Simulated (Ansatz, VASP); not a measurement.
# SnSe2 in two plane-wave programs

Aim: how closely do two programs agree when they are given the same cell, functional and k mesh? Other levels of theory on this material are compared in a session of their own.

Program: Ansatz 0.2.0. Level of theory: plane waves, with VASP 6.6.1 beside it; dielectric response at PBE. Results are calculated unless marked as measured.

## Step 1: Set-up

The structure is trigonal, space group P-3m1 (No. 164). The conventional cell has a = 3.811 Å, b = 3.811 Å, c = 6.136 Å, α = 90.00°, β = 90.00°, γ = 120.00°. Nearest to Sn lie 6 Se at 2.68 Å. Nearest to Se lie 3 Sn at 2.68 Å. Farther neighbours and most contacts between anions are not listed.

As a file:

```xyz
3
Lattice="3.8110 0.0000 0.0000 -1.9055 3.3004 0.0000 0.0000 0.0000 6.1360" Properties=species:S:1:pos:R:3 pbc="T T T"
Sn    0.0000    0.0000    0.0000
Se    1.9055    1.1001    4.6081
Se    0.0000    2.2003    1.5279
```

## Step 2: VASP: dielectric response, PBE

The response to a field tests empty states and converges slowly with the mesh.

Lines of VASP's logs that name or quote its potential files are left out, and so is its time.

Input file INCAR:

```
SYSTEM = SnSe2
PREC = Accurate
ENCUT = 400
EDIFF = 1E-08
NELM = 100
ISMEAR = 0
SIGMA = 0.01
LREAL = .FALSE.
ALGO = Normal
GGA = PE
NBANDS = 19
LWAVE = .FALSE.
LCHARG = .FALSE.
KPAR = 4
LEPSILON = .TRUE.
```

Input file POSCAR:

```
SnSe2
1.0
    3.8110000000      0.0000000000      0.0000000000
   -1.9055000000      3.3004228138      0.0000000000
    0.0000000000      0.0000000000      6.1360000000
Sn Se
1 2
Direct
    0.0000000000      0.0000000000      0.0000000000
    0.6666666667      0.3333333333      0.7510000000
    0.3333333333      0.6666666667      0.2490000000
```

Input file KPOINTS:

```
Automatic mesh
0
Gamma
10 10 5
0 0 0
```

PAW data sets: Sn_d and Se (PBE family, release 64).

Launch:

```bash
> mpirun -np 4 vasp_std
```

Numbers of over 12 decimals in the logs are rounded to 6 here.

The program printed:

```text
[banner, memory and clock lines left out]
running    4 mpi-ranks, on    1 nodes
 distrk:  each k-point on    1 cores,    4 groups
 distr:  one band on    1 cores,    1 groups

 POSCAR found type information on POSCAR SnSe
 POSCAR found :  2 types and       3 ions
 LDA part: xc-table for (Slater+PW92), standard interpolation
 POSCAR, INCAR and KPOINTS ok, starting setup
 FFT: planning ... GRIDC
 FFT: planning ... GRID_SOFT
 FFT: planning ... GRID
 WAVECAR not read
 entering main loop
       N       E                     dE             d eps       ncg     rms          rms(c)
DAV:   1     0.182471561542E+03    0.18247E+03   -0.10691E+04  2219   0.132E+03
DAV:   2     0.773556770348E+01   -0.17474E+03   -0.16934E+03  2409   0.338E+02
DAV:   3    -0.114042069639E+02   -0.19140E+02   -0.18586E+02  2706   0.107E+02
DAV:   4    -0.120081571885E+02   -0.60395E+00   -0.60314E+00  2639   0.202E+01
DAV:   5    -0.120222476518E+02   -0.14090E-01   -0.14089E-01  2950   0.318E+00    0.525E+00
DAV:   6    -0.117654928597E+02    0.25675E+00   -0.50963E-01  3322   0.786E+00    0.338E+00
DAV:   7    -0.117444468852E+02    0.21046E-01   -0.17516E-01  2611   0.277E+00    0.999E-01
DAV:   8    -0.117441163949E+02    0.33049E-03   -0.13008E-02  2729   0.120E+00    0.288E-01
DAV:   9    -0.117446114564E+02   -0.49506E-03   -0.15541E-03  2441   0.297E-01    0.876E-02
DAV:  10    -0.117446215439E+02   -0.10088E-04   -0.11444E-04  2948   0.796E-02    0.348E-02
DAV:  11    -0.117446539098E+02   -0.32366E-04   -0.44716E-05  2348   0.389E-02    0.639E-03
DAV:  12    -0.117446548661E+02   -0.95631E-06   -0.23504E-06  2973   0.119E-02    0.587E-03
DAV:  13    -0.117446554076E+02   -0.54153E-06   -0.22928E-06  2357   0.849E-03    0.251E-03
DAV:  14    -0.117446554832E+02   -0.75614E-07   -0.59622E-08  2683   0.151E-03    0.130E-03
DAV:  15    -0.117446555349E+02   -0.51716E-07   -0.24772E-08  2053   0.971E-04    0.319E-04
DAV:  16    -0.117446555639E+02   -0.28927E-07   -0.43541E-09  1820   0.377E-04    0.135E-04
DAV:  17    -0.117446555617E+02    0.21178E-08   -0.39939E-10  1258   0.138E-04
   1 F= -.11744656E+02 E0= -.11744656E+02  d E =-.981118E-34
 Linear response reoptimize wavefunctions to high precision
DAV:   1    -0.117446555607E+02    0.10123E-08   -0.12270E-10  1399   0.821E-05
DAV:   2    -0.117446555607E+02   -0.19554E-10   -0.24746E-11  1213   0.437E-05
 Linear response G [H, r] |phi>, progress :
  Direction:   1
       N       E                     dE             d eps       ncg     rms
RMM:   1    -0.520925020672E+02   -0.52093E+02    0.11079E+03  2638   0.308E+02
RMM:   2    -0.906965925009E+02   -0.38604E+02   -0.51887E+01  4365   0.439E+01
RMM:   3    -0.909336942754E+02   -0.23710E+00   -0.11443E+00  4410   0.106E+01
RMM:   4    -0.910010519791E+02   -0.67358E-01   -0.19179E-01  4730   0.313E+00
RMM:   5    -0.910054186737E+02   -0.43667E-02   -0.16695E-02  4814   0.121E+00
RMM:   6    -0.910081979984E+02   -0.27793E-02   -0.12117E-02  4875   0.456E-01
RMM:   7    -0.910082192169E+02   -0.21219E-04   -0.12850E-03  4925   0.180E-01
RMM:   8    -0.910082809935E+02   -0.61777E-04    0.11287E-04  4999   0.756E-02
RMM:   9    -0.910082851646E+02   -0.41711E-05    0.28293E-04  4981   0.290E-02
RMM:  10    -0.910082882935E+02   -0.31289E-05    0.39817E-04  4895   0.130E-02
RMM:  11    -0.910082904875E+02   -0.21940E-05    0.11535E-04  4558   0.649E-03
RMM:  12    -0.910082901227E+02    0.36479E-06   -0.81121E-05  3748   0.338E-03
RMM:  13    -0.910082900421E+02    0.80618E-07    0.10793E-05  3125   0.214E-03
RMM:  14    -0.910082901946E+02   -0.15255E-06   -0.66923E-05  2795   0.159E-03
RMM:  15    -0.910082902129E+02   -0.18322E-07    0.70831E-06  2452   0.134E-03
RMM:  16    -0.910082903824E+02   -0.16951E-06   -0.69562E-05  2258   0.121E-03
RMM:  17    -0.910082902124E+02    0.17004E-06    0.21016E-05  2176   0.115E-03
RMM:  18    -0.910082905810E+02   -0.36864E-06   -0.68309E-05  2124   0.110E-03
RMM:  19    -0.910082900960E+02    0.48503E-06   -0.22177E-05  2057   0.106E-03
RMM:  20    -0.910082904440E+02   -0.34803E-06   -0.30464E-05  2033   0.105E-03
 Linear response G [H, r] |phi>, progress :
  Direction:   2
       N       E                     dE             d eps       ncg     rms
RMM:   1    -0.541862503415E+02   -0.54186E+02    0.10747E+03  2667   0.305E+02
RMM:   2    -0.881899584178E+02   -0.34004E+02   -0.50761E+01  4326   0.432E+01
RMM:   3    -0.883874557809E+02   -0.19750E+00   -0.14195E+00  4379   0.106E+01
RMM:   4    -0.884464779329E+02   -0.59022E-01   -0.21331E-01  4738   0.314E+00
RMM:   5    -0.884495120007E+02   -0.30341E-02   -0.12392E-02  4833   0.114E+00
RMM:   6    -0.884528154673E+02   -0.33035E-02   -0.10021E-02  4932   0.410E-01
RMM:   7    -0.884528512585E+02   -0.35791E-04   -0.77694E-04  4946   0.155E-01
RMM:   8    -0.884529098119E+02   -0.58553E-04   -0.15458E-03  4984   0.598E-02
RMM:   9    -0.884529147466E+02   -0.49348E-05    0.75890E-04  5006   0.250E-02
[...]
RMM:   4    -0.898102100245E+02   -0.79000E-01   -0.19483E-01  4757   0.306E+00
RMM:   5    -0.898117832300E+02   -0.15732E-02    0.48340E-03  4812   0.117E+00
RMM:   6    -0.898162804279E+02   -0.44972E-02   -0.87027E-03  4850   0.413E-01
RMM:   7    -0.898163299063E+02   -0.49478E-04   -0.70517E-04  4890   0.159E-01
RMM:   8    -0.898163958187E+02   -0.65912E-04   -0.43396E-04  4932   0.642E-02
[...]
RMM:   9    -0.227537351258E+01   -0.11315E-07    0.61974E-07  3772   0.478E-04
RMM:  10    -0.227537351160E+01    0.97642E-09   -0.47801E-07  2643   0.225E-04
RMM:  11    -0.227537351126E+01    0.33774E-09    0.11522E-07  2105   0.135E-04
RMM:  12    -0.227537351033E+01    0.93582E-09   -0.66564E-08  1738   0.976E-05
 change of polarisation eV/A/(eV/A) component  2 :    -1.280     4.551    -0.597
 dielectric tensor                  component  2 :    -3.002    11.670    -1.400
 Linear response to external field (no local field effect), progress :
  Direction:   3
       N       E                     dE             d eps       ncg     rms          rms(c)
RMM:   1    -0.110953498032E+01   -0.11095E+01   -0.16667E+00  3073   0.924E+00
RMM:   2    -0.217800391191E+01   -0.10685E+01   -0.19325E-01  4310   0.220E+00
RMM:   3    -0.218985992355E+01   -0.11856E-01   -0.83908E-03  4362   0.441E-01
RMM:   4    -0.219011701875E+01   -0.25710E-03   -0.49535E-04  4419   0.118E-01
RMM:   5    -0.219013228354E+01   -0.15265E-04   -0.49833E-05  4635   0.342E-02
RMM:   6    -0.219013311136E+01   -0.82783E-06   -0.38172E-06  4556   0.956E-03
RMM:   7    -0.219013317338E+01   -0.62015E-07   -0.47370E-07  4599   0.285E-03
RMM:   8    -0.219013317937E+01   -0.59912E-08   -0.94925E-07  4320   0.927E-04
RMM:   9    -0.219013317894E+01    0.42625E-09   -0.23153E-06  3661   0.340E-04
RMM:  10    -0.219013317704E+01    0.19021E-08    0.73068E-08  2577   0.165E-04
 change of polarisation eV/A/(eV/A) component  3 :    -0.110    -0.597     4.380
 dielectric tensor                  component  3 :    -0.258    -1.400    11.270
 Linear response to external field, progress :
  Direction:   1
       N       E                     dE             d eps       ncg     rms          rms(c)
RMM:   1    -0.989782521282E+00   -0.98978E+00    0.60232E-01  7283   0.101E+01
RMM:   2    -0.230134529734E+01   -0.13116E+01   -0.16911E-01 10403   0.234E+00    0.224E+00
RMM:   3    -0.222974217709E+01    0.71603E-01   -0.11627E-01  9736   0.169E+00    0.120E+00
RMM:   4    -0.230298992806E+01   -0.73248E-01   -0.91727E-02 10139   0.151E+00    0.318E-01
RMM:   5    -0.234765960773E+01   -0.44670E-01   -0.39480E-03 10180   0.411E-01    0.473E-02
RMM:   6    -0.234667078277E+01    0.98882E-03   -0.23728E-04 10984   0.114E-01    0.289E-02
RMM:   7    -0.234955830380E+01   -0.28875E-02   -0.52497E-05 10331   0.439E-02    0.360E-03
RMM:   8    -0.234989662879E+01   -0.33832E-03   -0.24779E-06 11284   0.127E-02    0.194E-03
RMM:   9    -0.234995059526E+01   -0.53966E-04    0.77161E-07 10681   0.468E-03    0.427E-04
RMM:  10    -0.234993246324E+01    0.18132E-04   -0.43487E-07 10787   0.166E-03    0.166E-04
RMM:  11    -0.234993290090E+01   -0.43766E-06   -0.69440E-07 11037   0.702E-04    0.450E-05
RMM:  12    -0.234993457998E+01   -0.16791E-05   -0.51675E-07  9798   0.238E-04    0.259E-05
RMM:  13    -0.234993435145E+01    0.22853E-06   -0.81373E-08  6049   0.878E-05    0.168E-05
RMM:  14    -0.234993404680E+01    0.30465E-06    0.88327E-08  4464   0.574E-05    0.208E-06
 change of polarisation eV/A/(eV/A) component  1 :     4.360    -0.884     0.002
 dielectric tensor                  component  1 :    11.222    -2.073     0.006
 Linear response to external field, progress :
  Direction:   2
       N       E                     dE             d eps       ncg     rms          rms(c)
RMM:   1    -0.101494000631E+01   -0.10149E+01    0.35074E-01  7212   0.100E+01
RMM:   2    -0.230015391389E+01   -0.12852E+01   -0.15573E-01 10459   0.231E+00    0.224E+00
RMM:   3    -0.222981584028E+01    0.70338E-01   -0.11606E-01  9719   0.168E+00    0.120E+00
RMM:   4    -0.230350381498E+01   -0.73688E-01   -0.93852E-02 10131   0.151E+00    0.316E-01
RMM:   5    -0.234694269645E+01   -0.43439E-01   -0.40082E-03 10285   0.412E-01    0.445E-02
RMM:   6    -0.234670854421E+01    0.23415E-03   -0.26446E-04 10993   0.117E-01    0.277E-02
RMM:   7    -0.234950814331E+01   -0.27996E-02   -0.49353E-05 10411   0.436E-02    0.339E-03
RMM:   8    -0.234989120364E+01   -0.38306E-03   -0.98594E-06 11439   0.132E-02    0.177E-03
RMM:   9    -0.234995113293E+01   -0.59929E-04    0.33118E-06 10761   0.477E-03    0.453E-04
RMM:  10    -0.234993079012E+01    0.20343E-04    0.33009E-06 10953   0.174E-03    0.174E-04
RMM:  11    -0.234993217997E+01   -0.13899E-05   -0.14327E-07 11249   0.697E-04    0.695E-05
RMM:  12    -0.234993409391E+01   -0.19139E-05   -0.41242E-07  9634   0.251E-04    0.253E-05
RMM:  13    -0.234993340583E+01    0.68808E-06   -0.83585E-08  7212   0.101E-04    0.134E-05
RMM:  14    -0.234993315906E+01    0.24677E-06   -0.32579E-08  4262   0.570E-05    0.462E-06
 change of polarisation eV/A/(eV/A) component  2 :    -0.883     4.360     0.000
 dielectric tensor                  component  2 :    -2.070    11.222     0.000
 Linear response to external field, progress :
  Direction:   3
       N       E                     dE             d eps       ncg     rms          rms(c)
RMM:   1    -0.110953498031E+01   -0.11095E+01   -0.16667E+00  3073   0.924E+00
RMM:   2    -0.217800405719E+01   -0.10685E+01   -0.19325E-01  4309   0.220E+00    0.282E+00
RMM:   3    -0.170673159953E+01    0.47127E+00   -0.45624E-01  3993   0.248E+00    0.905E-01
RMM:   4    -0.172128337023E+01   -0.14552E-01   -0.55771E-02  4149   0.965E-01    0.518E-01
RMM:   5    -0.176881912954E+01   -0.47536E-01   -0.16289E-02  3928   0.672E-01    0.119E-01
RMM:   6    -0.177254919154E+01   -0.37301E-02   -0.13030E-03  4441   0.203E-01    0.616E-02
RMM:   7    -0.178050183913E+01   -0.79526E-02   -0.32137E-04  4179   0.102E-01    0.210E-02
RMM:   8    -0.178049511122E+01    0.67279E-05   -0.18745E-05  4477   0.257E-02    0.808E-03
RMM:   9    -0.178070350332E+01   -0.20839E-03    0.10740E-05  4232   0.113E-02    0.151E-03
RMM:  10    -0.178069913639E+01    0.43669E-05    0.32488E-06  4628   0.357E-03    0.818E-04
RMM:  11    -0.178071151321E+01   -0.12377E-04    0.57533E-06  4165   0.159E-03    0.182E-04
RMM:  12    -0.178071412054E+01   -0.26073E-05    0.20468E-06  4509   0.564E-04    0.132E-04
RMM:  13    -0.178071394593E+01    0.17461E-06    0.77118E-07  3716   0.174E-04    0.588E-05
RMM:  14    -0.178071366740E+01    0.27853E-06    0.18890E-07  3114   0.718E-05    0.245E-05
RMM:  15    -0.178071335300E+01    0.31440E-06    0.25278E-09  1596   0.441E-05    0.531E-06
 change of polarisation eV/A/(eV/A) component  3 :    -0.146    -0.522     3.327
 dielectric tensor                  component  3 :    -0.341    -1.224     8.802
 Born effective charges drift removed
```

From OUTCAR (step 2):

```text
ion  position               nearest neighbor table
   1  0.000  0.000  0.000-   2 2.68   3 2.68   3 2.68   2 2.68   2 2.68   3 2.68
   2  0.667  0.333  0.751-   1 2.68   1 2.68   1 2.68
   3  0.333  0.667  0.249-   1 2.68   1 2.68   1 2.68

  LATTYP: Found a hexagonal cell.
 ALAT       =     3.8110000000
 C/A-ratio  =     1.6100760955

 Subroutine GETGRP returns: Found 12 space group operations
 (whereof 12 operations were pure point group operations)

The static configuration has the point symmetry D_3d.

 Found     58 irreducible k-points:

   k-points           NKPTS =     58   k-points in BZ     NKDIM =     58   number of bands    NBANDS=     19

   dimension x,y,z NGX =    28 NGY =   28 NGZ =   40
   dimension x,y,z NGXF=    56 NGYF=   56 NGZF=   80

   ENCUT  =  400.0 eV  29.40 Ry    5.42 a.u.   6.21  6.21 10.01*2*pi/ulx,y,z

   NELECT =      26.0000    total number of electrons

 k-points in reciprocal lattice and weights: Automatic mesh
   0.00000000  0.00000000  0.00000000       0.002
   0.10000000 -0.00000000  0.00000000       0.012
   0.20000000 -0.00000000  0.00000000       0.012
   0.30000000  0.00000000  0.00000000       0.012
   0.40000000 -0.00000000  0.00000000       0.012
   0.50000000 -0.00000000  0.00000000       0.006
   0.10000000  0.10000000  0.00000000       0.012
   0.20000000  0.10000000  0.00000000       0.024
   0.30000000  0.10000000  0.00000000       0.024
[...]
0.40000000  0.20000000  0.40000000       0.024
   0.30000000  0.30000000  0.40000000       0.024

 average (electrostatic) potential at core
       1-102.6781       2 -53.3460       3 -53.3460

  Total        2.4500877      2.4500877      3.1860208      0.0000000      0.0000000      0.0000000
  in kB       50.8625731     50.8625731     66.1401704      0.0000000      0.0000000      0.0000000
  external PRESSURE =      55.9551055 kB  Pullay stress =       0.0000000 kB

  energy-cutoff  :      400.00
  volume of cell :       77.18
      direct lattice vectors                 reciprocal lattice vectors
     3.811000000  0.000000000  0.000000000     0.262398321  0.151495741  0.000000000
    -1.905500000  3.300422814  0.000000000     0.000000000  0.302991482  0.000000000
     0.000000000  0.000000000  6.136000000     0.000000000  0.000000000  0.162972621

 POSITION                                       TOTAL-FORCE (eV/Angst)
 -----------------------------------------------------------------------------------
      0.00000      0.00000      0.00000        -0.000000      0.000000      0.000000
      1.90550      1.10014      4.60814         0.000000     -0.000000     -0.809255
     -0.00000      2.20028      1.52786        -0.000000      0.000000      0.809255
 -----------------------------------------------------------------------------------
    total drift:                                0.000000      0.000000     -0.000000

 MACROSCOPIC STATIC DIELECTRIC TENSOR (including local field effects in DFT)
 ------------------------------------------------------
          11.222056     0.000000     0.000000
           0.000000    11.222056     0.000000
           0.000000     0.000000     8.801539
 ------------------------------------------------------

 PIEZOELECTRIC TENSOR (including local field effects)  for field in x, y, z        (C/m^2)
          XX          YY          ZZ          XY          YZ          ZX
  --------------------------------------------------------------------------------
  x     0.00000     0.00000     0.00000     0.00000     0.00000     0.00000
  y     0.00000     0.00000     0.00000     0.00000     0.00000     0.00000
  z     0.00000     0.00000     0.00000     0.00000     0.00000     0.00000

 BORN EFFECTIVE CHARGES (including local field effects) (in |e|, cummulative output)
 ---------------------------------------------------------------------------------
 ion    1
    1     5.08421     0.00000     0.00000
    2     0.00000     5.08421    -0.00000
    3    -0.00000     0.00000     1.87066
 ion    2
    1    -2.54210     0.00000     0.00000
    2     0.00000    -2.54210     0.00000
    3     0.00000     0.00000    -0.93533
 ion    3
    1    -2.54210     0.00000     0.00000
    2     0.00000    -2.54210     0.00000
    3     0.00000     0.00000    -0.93533
```

The dielectric response converges more slowly with the mesh than energies do, so tensor and charges may still move on a finer one.

(Part 1 of 2 ends here.)

[Lines on the potential files, build, host, timing and source positions are cut from VASP's logs without a mark.]

[Logs are printed without paths, hosts, clocks, repeated set-up lines and the standing remarks that a program may print on its own settings, such as how far it seeks lower states.]

[Hosts, paths, dates, database ids (printed as entryN), source tags and the programs' standing remarks are cut or masked in the printed files.]
